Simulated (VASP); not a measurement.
**A VASP study of ZrC (PBEsol): structure first, properties next**

What structure does ZrC take at this level, and what are its properties? The steps: relaxing cell and atoms (PBEsol), second relaxation, density, ELF and potential (PBEsol), band structure (PBEsol), density of states (PBEsol), volume scan with PBEsol, fit for PBEsol and independent-particle dielectric function (PBEsol). The start is a cell from a database of measured crystal structures.

Main program and level: VASP 6.6.1; PBEsol; plane waves and PAW (Zr_sv, C).

This is a report of a sequence of runs, with most program output left out.

The database entry behind the starting cell differs from later determinations by our own check (an axis about 0.7 % long against later determinations), so it need not match the best structure at ambient conditions.

### 1. The structure

Before any relaxation, the start is as follows. It takes space group Fm-3m (No. 225, cubic). The conventional cell has a = 4.730 Å, b = 4.730 Å, c = 4.730 Å, α = 90.00°, β = 90.00°, γ = 90.00°. Nearest to Zr lie 6 C at 2.37 Å. Nearest to C lie 6 Zr at 2.37 Å. Farther neighbours are not listed.

Structure file:

```xyz
2
Lattice="0.0000 2.3650 2.3650 2.3650 0.0000 2.3650 2.3650 2.3650 0.0000" Properties=species:S:1:pos:R:3 pbc="T T T"
Zr    2.3650    2.3650    2.3650
C     0.0000    0.0000    0.0000
```

### 2. Relaxing cell and atoms (PBEsol)

Properties are meant for the cell that this level of theory prefers, so cell and atoms are relaxed first (ISIF = 3) until forces and stress are small; EDIFFG sets the threshold. PBEsol restores the gradient expansion of exchange and is tuned for the cells of solids.

The input, INCAR:

```
SYSTEM = ZrC
PREC = Accurate
ENCUT = 520
EDIFF = 1E-06
NELM = 100
ISMEAR = 0
SIGMA = 0.05
LREAL = .FALSE.
ALGO = Normal
GGA = PS
NBANDS = 14
LASPH = .TRUE.
LORBIT = 11
LWAVE = .FALSE.
LCHARG = .FALSE.
KPAR = 2
IBRION = 2
NSW = 60
ISIF = 3
EDIFFG = -0.01
```

The input, POSCAR:

```
ZrC
1.0
    0.0000000000      2.3650000000      2.3650000000
    2.3650000000      0.0000000000      2.3650000000
    2.3650000000      2.3650000000      0.0000000000
Zr C
1 1
Direct
    0.5000000000      0.5000000000      0.5000000000
    0.0000000000      0.0000000000      0.0000000000
```

The input, KPOINTS:

```
Automatic mesh
0
Gamma
8 8 8
0 0 0
```

PAW data sets: Zr_sv and C (PBE family, release 64).

Command:

```bash
$ mpirun -np 2 vasp_std
```

It took 13 s on 2 MPI ranks of Intel Xeon 6975P-C (Granite Rapids), shared host; peak memory 0.31 GiB.

The k-mesh is coarse for a metal. The PAW data sets were made with PBE, which is usual practice but a small mismatch for other functionals. The run keeps the 48 symmetry operations of its start, so it cannot find a distortion of lower symmetry.

Relaxation path:

| step | energy less that of the first step (eV) | largest force (eV/Å) | pressure (GPa) | volume (Å³) |
| --- | --- | --- | --- | --- |
| 1 | 0.0000 | 0.0000 | -8.17 | 26.46 |
| 2 | 0.0492 | 0.0000 | 16.43 | 23.95 |
| 3 | -0.0255 | 0.0000 | -0.16 | 25.50 |
| 4 | -0.0255 | 0.0000 | 0.00 | 25.48 |

| conventional cell, symmetrised | before | after | change |
| --- | --- | --- | --- |
| a (Å) | 4.730 | 4.671 | -1.2 % |
| b (Å) | 4.730 | 4.671 | -1.2 % |
| c (Å) | 4.730 | 4.671 | -1.2 % |
| volume (Å³/atom) | 13.23 | 12.74 | -3.7 % |

The relaxed structure:

```
Zr C
1.0
     0.00000    2.33570    2.33570
     2.33570    0.00000    2.33570
     2.33570    2.33570    0.00000
Zr C
1 1
Direct
  0.50000 0.50000 0.50000
  0.00000 0.00000 0.00000
```

Numbers from this step:

```
electrons                       : 16
bands                           : 14
irreducible k-points            : 29
symmetry operations             : 48
free energy (TOTEN)             : -20.57 eV
energy at zero smearing         : -20.57 eV
Fermi energy                    : 9.642 eV
pressure                        : 0.002506 GPa
metallic                        : yes
SCF cycles over all ionic steps : 38
```

It ends with forces that vanish by symmetry and a pressure of 0.00 GPa. The volume lies -3.7 % from that of the database's start, which holds the thermal and zero-point expansion of its experiment.

### 3. Second relaxation

A relaxation keeps the plane waves of the cell it began with, so it is repeated from the new cell, on a basis made for it.

INCAR is that of step 2.

The input, POSCAR:

```
ZrC
1.0
    0.0000000000      2.3357034427      2.3357034427
    2.3357034427      0.0000000000      2.3357034427
    2.3357034427      2.3357034427      0.0000000000
Zr C
1 1
Direct
    0.5000000000      0.5000000000      0.5000000000
    0.0000000000      0.0000000000      0.0000000000
```

KPOINTS is that of step 2.

Command:

```bash
$ mpirun -np 2 vasp_std
```

Run time: 4.2 s. Hardware: 2 MPI ranks; peak memory 0.29 GiB.

Little changed from the start: no atom moved by 0.005 Å and no cell edge by 0.1 %.

This step gave:

- pressure: 0.02456 GPa
- SCF cycles over all ionic steps: 13

It ends with forces that vanish by symmetry and a pressure of 0.02 GPa. The volume moved by under 0.01 %: the run met its threshold at the first step.

### 4. Density, ELF and potential (PBEsol)

The relaxed cell gets a fresh self-consistent run, on a basis set for its own volume, to fix the density and to check the remaining stress.

INCAR, as its differences from that of step 3:

```diff
@@ -14,7 +14,5 @@
 LWAVE = .FALSE.
-LCHARG = .FALSE.
-KPAR = 2
-IBRION = 2
-NSW = 60
-ISIF = 3
-EDIFFG = -0.01
+LCHARG = .TRUE.
+ISIF = 2
+LELF = .TRUE.
+LVHAR = .TRUE.
```

POSCAR is that of step 3.

KPOINTS is that of step 3.

Command:

```bash
$ mpirun -np 2 vasp_std
```

Elapsed: 4.4 s, on 2 MPI ranks; peak memory 0.26 GiB.

This step gave:

```
SCF cycles : 13
```

Valence electrons inside each PAW sphere by angular momentum. Sphere charges, by row:

| atom | s (e) | p (e) | d (e) | tot (e) |
| --- | --- | --- | --- | --- |
| Zr1 | 2.18 | 6.045 | 1.664 | 9.89 |
| C2 | 0.882 | 1.472 | 0 | 2.354 |

Valence density in the ac plane of the conventional cell at fractional y = 0.000, with atoms of Zr and C within 0.2 Å of it. It is the smooth field of the valence electrons, not physical close to the nuclei.

Ten even steps from '_' (0.2 e/Å³) to '@' (5.6 e/Å³), each cell a mean:
```
::::..__..==%%@@**::____..::
....______..====::________..
______________..____________
..__________________________
==::________......______..--
%%**::____..::::::____..==%%
@@##::____..::::::..__..++@@
##==..____..::::..______--**
::..__________..__________::
____________________________
____________..::..__________
::..______::**##==..____..::
::::..__..++@@@@##::____..::
```
Columns run along a (4.7 Å), rows up along c (4.7 Å), edges of the conventional cell, whose origin can differ from the input's. Atoms in or near the plane, at fractional coordinates: Zr at (0.50, 0.00), Zr at (0.00, 0.50), C at (0.00, 0.00), C at (0.50, 0.50).

Electrostatic potential energy in the ac plane of the conventional cell at fractional y = 0.000, with atoms of Zr and C within 0.2 Å of it. With pseudopotentials it is smooth inside the atoms' cores, unlike the true potential.

Ten even steps from '0' (-67 eV) to '9' (0 eV), each cell a mean:
```
44996200148973
68998522369997
99999877899999
78999999999987
24799977899853
01489734499620
00389647389620
02599844699731
46899998999975
89999998999998
99999754689999
46997310259985
73896200048964
```
Columns run along a (4.7 Å; values clipped at the 3rd and 97th percentile), rows up along c (4.7 Å), edges of the conventional cell, whose origin can differ from the input's. Atoms in or near the plane, at fractional coordinates: Zr at (0.50, 0.00), Zr at (0.00, 0.50), C at (0.00, 0.00), C at (0.50, 0.50).

ELF in the ac plane of the conventional cell at fractional y = 0.000, with atoms of Zr and C within 0.2 Å of it. It is the smooth field of the valence electrons, not physical close to the nuclei.

Values, 13 rows by 14 columns, each cell a mean:
```
0.34 0.67 0.74 0.36 0.38 0.74 0.78 0.77 0.80 0.59 0.25 0.58 0.76 0.46
0.73 0.77 0.68 0.32 0.20 0.50 0.71 0.74 0.64 0.32 0.19 0.52 0.75 0.75
0.50 0.48 0.40 0.23 0.14 0.21 0.34 0.37 0.27 0.15 0.17 0.34 0.45 0.49
0.36 0.27 0.16 0.17 0.31 0.44 0.48 0.49 0.46 0.40 0.24 0.15 0.20 0.33
0.73 0.62 0.32 0.19 0.51 0.75 0.75 0.73 0.76 0.67 0.32 0.18 0.49 0.70
0.77 0.79 0.58 0.26 0.58 0.77 0.50 0.35 0.65 0.73 0.36 0.36 0.74 0.79
0.73 0.80 0.64 0.28 0.59 0.73 0.31 0.14 0.58 0.74 0.37 0.42 0.77 0.76
0.79 0.76 0.48 0.21 0.56 0.77 0.66 0.60 0.75 0.72 0.34 0.29 0.66 0.78
0.57 0.44 0.19 0.17 0.45 0.64 0.68 0.69 0.67 0.57 0.28 0.15 0.32 0.53
0.33 0.28 0.23 0.20 0.22 0.27 0.32 0.33 0.29 0.24 0.19 0.20 0.26 0.31
0.68 0.66 0.56 0.29 0.14 0.30 0.51 0.56 0.43 0.20 0.17 0.43 0.63 0.67
0.60 0.74 0.72 0.34 0.27 0.65 0.79 0.79 0.75 0.47 0.22 0.56 0.78 0.68
0.14 0.57 0.74 0.37 0.42 0.78 0.77 0.73 0.80 0.64 0.28 0.59 0.74 0.33
```
Columns run along a (4.7 Å), rows up along c (4.7 Å), edges of the conventional cell, whose origin can differ from the input's. Atoms in or near the plane, at fractional coordinates: Zr at (0.50, 0.00), Zr at (0.00, 0.50), C at (0.00, 0.00), C at (0.50, 0.50).

In this run the pressure is 0.02 GPa, small enough to go on.

### 5. Band structure (PBEsol)

Levels along the symmetry lines show where the bands peak and cross; KPOINTS_OPT computes them in the converged potential.

The input, INCAR:

```
SYSTEM = ZrC
PREC = Accurate
ENCUT = 520
EDIFF = 1E-06
NELM = 100
ISMEAR = 0
SIGMA = 0.05
LREAL = .FALSE.
ALGO = Normal
GGA = PS
NBANDS = 20
LASPH = .TRUE.
LORBIT = 11
LWAVE = .FALSE.
LCHARG = .FALSE.
KPAR = 2
```

POSCAR is that of step 4.

KPOINTS is that of step 4.

The input, KPOINTS_OPT:

```
Line mode
16
Line-mode
Reciprocal
  0.00000000   0.00000000   0.00000000 GAMMA
  0.50000000   0.00000000   0.50000000 X

  0.50000000   0.00000000   0.50000000 X
  0.50000000   0.25000000   0.75000000 W

  0.50000000   0.25000000   0.75000000 W
  0.37500000   0.37500000   0.75000000 K

  0.37500000   0.37500000   0.75000000 K
  0.00000000   0.00000000   0.00000000 GAMMA

  0.00000000   0.00000000   0.00000000 GAMMA
  0.50000000   0.50000000   0.50000000 L

  0.50000000   0.50000000   0.50000000 L
  0.62500000   0.25000000   0.62500000 U

  0.62500000   0.25000000   0.62500000 U
  0.50000000   0.25000000   0.75000000 W

  0.50000000   0.25000000   0.75000000 W
  0.50000000   0.50000000   0.50000000 L

  0.50000000   0.50000000   0.50000000 L
  0.37500000   0.37500000   0.75000000 K

  0.62500000   0.25000000   0.62500000 U
  0.50000000   0.00000000   0.50000000 X
```

Command:

```bash
$ mpirun -np 2 vasp_std
```

Run time: 16 s. Hardware: 2 MPI ranks; peak memory 0.3 GiB.

Numbers from this step:

```yaml
scf_cycles: 12
bands: 20
pressure: 0.02063 GPa
```

The electronic bands at the labelled points (eV, zero at the Fermi level; # counts the bands kept):

| point | #1 | #2 | #3 | #4 | #5 | #6 | #7 | #8 |
| --- | --- | --- | --- | --- | --- | --- | --- | --- |
| Γ | -11.28 | 1.03 | 1.03 | 1.03 | 1.13 | 1.13 | 1.13 | 2.92 |
| 0.47 of the way | -10.09 | -3.15 | -0.48 | -0.31 | -0.31 | 3.60 | 4.57 | 4.57 |
| X | -10.11 | -1.96 | -1.81 | 0.16 | 0.16 | 4.63 | 5.88 | 5.88 |
| 0.47 of the way | -9.81 | -2.12 | -2.09 | -1.28 | 1.14 | 5.35 | 5.87 | 5.88 |
| W | -9.38 | -2.62 | -2.30 | -2.30 | 3.40 | 3.40 | 5.89 | 7.28 |
| 0.53 of the way | -9.42 | -2.89 | -2.24 | -1.88 | 2.16 | 4.50 | 5.80 | 7.34 |
| K | -9.45 | -3.04 | -2.22 | -1.52 | 1.56 | 5.05 | 5.58 | 7.61 |
| 0.53 of the way | -9.72 | -3.14 | -2.15 | -1.65 | 2.23 | 3.47 | 4.08 | 5.30 |
| Γ | -11.28 | 1.03 | 1.03 | 1.03 | 1.13 | 1.13 | 1.13 | 2.92 |
| 0.53 of the way | -9.81 | -2.97 | -1.89 | -1.89 | 2.82 | 2.82 | 3.00 | 7.33 |
| L | -8.06 | -5.34 | -2.94 | -2.94 | 4.67 | 4.67 | 5.52 | 6.62 |
| 0.53 of the way | -8.72 | -4.41 | -2.52 | -2.42 | 3.20 | 4.63 | 5.14 | 8.32 |
| U | -9.45 | -3.04 | -2.22 | -1.52 | 1.56 | 5.05 | 5.58 | 7.61 |
| 0.53 of the way | -9.41 | -2.86 | -2.25 | -1.95 | 2.31 | 4.37 | 5.82 | 7.29 |
| W | -9.38 | -2.62 | -2.30 | -2.30 | 3.40 | 3.40 | 5.89 | 7.28 |
| 0.53 of the way | -8.72 | -4.39 | -2.52 | -2.44 | 3.54 | 4.03 | 5.42 | 8.33 |
| L | -8.06 | -5.34 | -2.94 | -2.94 | 4.67 | 4.67 | 5.52 | 6.62 |
| 0.53 of the way | -8.72 | -4.41 | -2.52 | -2.42 | 3.20 | 4.63 | 5.14 | 8.32 |
| K | -9.45 | -3.04 | -2.22 | -1.52 | 1.56 | 5.05 | 5.58 | 7.61 |
| jump to U | -9.45 | -3.04 | -2.22 | -1.52 | 1.56 | 5.05 | 5.58 | 7.61 |
| 0.47 of the way | -9.90 | -2.18 | -2.05 | -0.55 | 0.51 | 5.63 | 5.72 | 5.81 |
| X | -10.11 | -1.96 | -1.81 | 0.16 | 0.16 | 4.63 | 5.88 | 5.88 |

Of the projections kept (Zr, C), the largest for each band there; the rest of the weight can lie on other orbitals:

| point | #1 | #2 | #3 | #4 | #5 | #6 | #7 | #8 |
| --- | --- | --- | --- | --- | --- | --- | --- | --- |
| Γ | C 0.71 | C 0.96 | C 0.96 | C 0.96 | Zr 1.00 | Zr 1.00 | Zr 1.00 | Zr 1.00 |
| X | C 0.69 | C 0.66 | Zr 1.00 | C 0.86 | C 0.86 | Zr 1.00 | Zr 1.00 | Zr 1.00 |
| W | C 0.72 | C 0.51 | Zr 0.57 | Zr 0.57 | Zr 0.69 | Zr 0.69 | Zr 1.00 | Zr 0.94 |
| K | C 0.72 | Zr 0.62 | C 0.53 | C 0.53 | Zr 0.70 | Zr 1.00 | Zr 0.81 | Zr 0.83 |
| Γ | C 0.71 | C 0.96 | C 0.96 | C 0.96 | Zr 1.00 | Zr 1.00 | Zr 1.00 | Zr 1.00 |
| L | C 0.84 | Zr 0.63 | Zr 0.59 | Zr 0.59 | Zr 0.96 | Zr 0.96 | Zr 0.75 | Zr 0.57 |

There is no gap at this level.

Of the bands kept, 4 cross the Fermi level on this path.

### 6. Density of states (PBEsol)

Here the states are counted by energy and projected on the atoms. The mesh is finer than in the run before.

INCAR, as its differences from that of step 5:

```diff
@@ -5,3 +5,3 @@
 NELM = 100
-ISMEAR = 0
+ISMEAR = -5
 SIGMA = 0.05
@@ -16 +16,2 @@
 KPAR = 2
+NEDOS = 2001
```

POSCAR is that of step 5.

The input, KPOINTS:

```
Automatic mesh
0
Gamma
12 12 12
0 0 0
```

Command:

```bash
$ mpirun -np 2 vasp_std
```

Wall time 10 s (2 MPI ranks); peak memory 0.32 GiB; 19 s of CPU time.

With tetrahedra the forces and stress of a metal are not exact derivatives of the energy.

Numbers from this step:

| Quantity | Value |
| --- | --- |
| irreducible k-points | 72 |
| Fermi energy | 9.745 eV |
| pressure | 0.01235 GPa |
| DOS at the Fermi level | 0.2117 states/eV/cell |

The density of states has structure finer than the step of the table below, so its rows give means over 0.5 eV, whole bins alone (the curve runs from -12.0 to 2.78 eV). Peaks (eV: height): total -9.44: 1.69, -2.42: 5.46; Zr d -9.44: 0.164, -2.42: 1.29; C p -2.42: 1.27; Zr p -9.02: 0.0812, -2.42: 0.333; Zr s -9.85: 0.0465, -4.24: 0.079.

States under -12.0 eV and over 2.8 eV are left out. Table of density of states by energy, zero at the Fermi level; means over each step; values in states/eV/cell:

| energy (eV) | total | Zr d | C p | Zr p | Zr s | C s |
| --- | --- | --- | --- | --- | --- | --- |
| -11.5 | 0.00479 | 0 | 0 | 1.7e-5 | 6.5e-4 | 0.00166 |
| -11.0 | 0.0912 | 9.5e-5 | 2.0e-4 | 0.00151 | 0.0114 | 0.0322 |
| -10.5 | 0.189 | 0.00135 | 7.2e-4 | 0.00578 | 0.0200 | 0.0690 |
| -10.0 | 0.778 | 0.0660 | 0.00188 | 0.0220 | 0.0365 | 0.314 |
| -9.5 | 1.45 | 0.134 | 0.00389 | 0.0562 | 0.0359 | 0.611 |
| -9.0 | 1.19 | 0.0857 | 0.00346 | 0.0655 | 0.0183 | 0.520 |
| -8.5 | 0.299 | 0.0109 | 9.4e-4 | 0.0220 | 0.00309 | 0.135 |
| -8.0 | 0.00421 | 4.8e-5 | 0 | 3.5e-4 | 2.1e-5 | 0.00195 |
| -7.5 | 0 | 0 | 0 | 0 | 0 | 0 |
| -7.0 | 0 | 0 | 0 | 0 | 0 | 0 |
| -6.5 | 0 | 0 | 0 | 0 | 0 | 0 |
| -6.0 | 0 | 0 | 0 | 0 | 0 | 0 |
| -5.5 | 0.0149 | 0.00261 | 0.00268 | 6.9e-5 | 0.00171 | 1.2e-4 |
| -5.0 | 0.228 | 0.0407 | 0.0421 | 0.00239 | 0.0239 | 0.00249 |
| -4.5 | 0.576 | 0.107 | 0.114 | 0.00905 | 0.0520 | 0.00659 |
| -4.0 | 0.972 | 0.186 | 0.205 | 0.0210 | 0.0739 | 0.0110 |
| -3.5 | 1.01 | 0.194 | 0.228 | 0.0314 | 0.0593 | 0.0106 |
| -3.0 | 1.09 | 0.282 | 0.267 | 0.0317 | 0.0266 | 0.00722 |
| -2.5 | 3.72 | 0.978 | 0.911 | 0.171 | 0.0101 | 0.0127 |
| -2.0 | 2.28 | 0.685 | 0.543 | 0.0719 | 0.00649 | 0.00657 |
| -1.5 | 1.02 | 0.297 | 0.270 | 0.0247 | 0.00378 | 0.00361 |
| -1.0 | 0.645 | 0.165 | 0.189 | 0.0175 | 0.00212 | 0.00200 |
| -0.5 | 0.372 | 0.0797 | 0.119 | 0.0119 | 8.3e-4 | 7.7e-4 |
| 0.0 | 0.241 | 0.0541 | 0.0735 | 0.00783 | 5.7e-4 | 4.7e-4 |
| 0.5 | 0.366 | 0.116 | 0.0860 | 0.00872 | 0.00193 | 0.00136 |
| 1.0 | 0.513 | 0.224 | 0.0835 | 0.00637 | 0.00322 | 0.00228 |
| 1.5 | 0.620 | 0.303 | 0.0845 | 0.00477 | 0.00452 | 0.00330 |
| 2.0 | 0.689 | 0.359 | 0.0866 | 0.00350 | 0.00529 | 0.00415 |
| 2.5 | 0.818 | 0.449 | 0.0966 | 0.00311 | 0.00630 | 0.00558 |

The finer mesh and the other smearing move the Fermi level by +0.10 eV from the 8×8×8 run, one measure of the sampling error in the zero of the bands above. Of the states within 0.3 eV of the Fermi level, the largest shares in the PAW spheres are C p 31 % and Zr d 22 %. The rest lies in smaller channels or between the spheres.

### 7. Volume scan with PBEsol, volume scale 0.94

An equation of state needs energies on both sides of the minimum, all on one mesh and cutoff.

The input, INCAR:

```
SYSTEM = ZrC
PREC = Accurate
ENCUT = 520
EDIFF = 1E-06
NELM = 100
ISMEAR = 0
SIGMA = 0.05
LREAL = .FALSE.
ALGO = Normal
GGA = PS
NBANDS = 14
LASPH = .TRUE.
LORBIT = 11
LWAVE = .FALSE.
LCHARG = .FALSE.
KPAR = 2
ISIF = 2
```

The input, POSCAR:

```
ZrC
1.0
    0.0000000000      2.2880226465      2.2880226465
    2.2880226465      0.0000000000      2.2880226465
    2.2880226465      2.2880226465      0.0000000000
Zr C
1 1
Direct
    0.5000000000      0.5000000000      0.5000000000
    0.0000000000      0.0000000000      0.0000000000
```

The input, KPOINTS:

```
Automatic mesh
0
Gamma
8 8 8
0 0 0
```

Command:

```bash
$ mpirun -np 2 vasp_std
```

Wall time 2.8 s (2 MPI ranks); peak memory 0.25 GiB.

The scan keeps the cell's shape and the fractional positions fixed.

This step gave:

- SCF cycles: 13
- bands: 14
- irreducible k-points: 29
- free energy (TOTEN): -20.49 eV
- energy at zero smearing: -20.49 eV
- Fermi energy: 10.38 eV
- pressure: 16.50 GPa

The pressure here is 16.50 GPa.

### 8. Volume scan with PBEsol, volume scale 0.96

INCAR is that of step 7.

The input, POSCAR:

```
ZrC
1.0
    0.0000000000      2.3041360130      2.3041360130
    2.3041360130      0.0000000000      2.3041360130
    2.3041360130      2.3041360130      0.0000000000
Zr C
1 1
Direct
    0.5000000000      0.5000000000      0.5000000000
    0.0000000000      0.0000000000      0.0000000000
```

KPOINTS is that of step 7.

Command:

```bash
$ mpirun -np 2 vasp_std
```

Elapsed: 3.2 s, on 2 MPI ranks; peak memory 0.25 GiB; 5.1 s of CPU time.

Numbers from this step:

| Property | Result |
| --- | --- |
| free energy (TOTEN) | -20.54 eV |
| energy at zero smearing | -20.54 eV |
| Fermi energy | 10.12 eV |
| pressure | 10.46 GPa |

The pressure falls from 16.50 to 10.46 GPa.

The run ends at a pressure of 10.46 GPa.

### 9. Volume scan with PBEsol, volume scale 0.98

INCAR is that of step 8.

The input, POSCAR:

```
ZrC
1.0
    0.0000000000      2.3200271083      2.3200271083
    2.3200271083      0.0000000000      2.3200271083
    2.3200271083      2.3200271083      0.0000000000
Zr C
1 1
Direct
    0.5000000000      0.5000000000      0.5000000000
    0.0000000000      0.0000000000      0.0000000000
```

KPOINTS is that of step 8.

Command:

```bash
$ mpirun -np 2 vasp_std
```

It took 3 s on 2 MPI ranks; peak memory 0.25 GiB; 4.9 s of CPU time.

The pressure falls from 10.46 to 4.98 GPa.

The run ends at a pressure of 4.98 GPa.

### 10. Volume scan with PBEsol, volume scale 1

INCAR is that of step 9.

The input, POSCAR:

```
ZrC
1.0
    0.0000000000      2.3357034427      2.3357034427
    2.3357034427      0.0000000000      2.3357034427
    2.3357034427      2.3357034427      0.0000000000
Zr C
1 1
Direct
    0.5000000000      0.5000000000      0.5000000000
    0.0000000000      0.0000000000      0.0000000000
```

KPOINTS is that of step 9.

Command:

```bash
$ mpirun -np 2 vasp_std
```

Wall time 4.4 s (2 MPI ranks); peak memory 0.3 GiB.

The pressure falls from 4.98 to 0.02 GPa.

The run ends at a pressure of 0.02 GPa.

### 11. Volume scan with PBEsol, volume scale 1.02

INCAR is that of step 10.

The input, POSCAR:

```
ZrC
1.0
    0.0000000000      2.3511721282      2.3511721282
    2.3511721282      0.0000000000      2.3511721282
    2.3511721282      2.3511721282      0.0000000000
Zr C
1 1
Direct
    0.5000000000      0.5000000000      0.5000000000
    0.0000000000      0.0000000000      0.0000000000
```

KPOINTS is that of step 10.

Command:

```bash
$ mpirun -np 2 vasp_std
```

The job ended after 4.4 s (2 MPI ranks; peak memory 0.3 GiB; 7.7 s of CPU time).

The pressure falls from 0.02 to -4.47 GPa.

The run ends at a pressure of -4.47 GPa.

(Part 1 of 2 ends here.)

[Lines on the potential files, build, host, timing and source positions are cut from VASP's logs without a mark.]

[Logs are printed without paths, hosts, clocks, repeated set-up lines and the standing remarks that a program may print on its own settings, such as how far it seeks lower states.]

[Hosts, paths, dates, database ids (printed as entryN), source tags and the programs' standing remarks are cut or masked in the printed files.]

[A measured line is paired with the nearest computed mode of its activity, which favours agreement.]
